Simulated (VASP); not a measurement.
Data:

```
Dy
1.0
    1.79925    -3.11639     0.00000
    1.79925     3.11639     0.00000
    0.00000     0.00000     5.54282
Dy
2
Cartesian
  1.79925   1.03880   1.38570
  1.79925  -1.03880   4.15711
```

Computed with TPSS meta-GGA, VASP's PBE PAW potentials (set 64) (plane waves; VASP). Settings: 520 eV cut-off, 13×13×8 Γ-centred mesh, tetrahedra with Blöchl corrections, potentials Dy_3.

The 4f electrons are frozen in the core of the lanthanide potential, so 4f levels, which can set the real gap, and their magnetism are missing.

Problem. Estimate the energy per atom (σ→0), band gap (over mesh and band path) with the smallest direct gap where there is one.

Solution. 
- band gap (over mesh and band path): none (metal, semimetal or under 0.01 eV)
- energy per atom (σ→0): -8246 meV/atom

Only differences to runs with the same potentials and settings are physical.

The compound is Dy in the hcp structure. It was relaxed first.
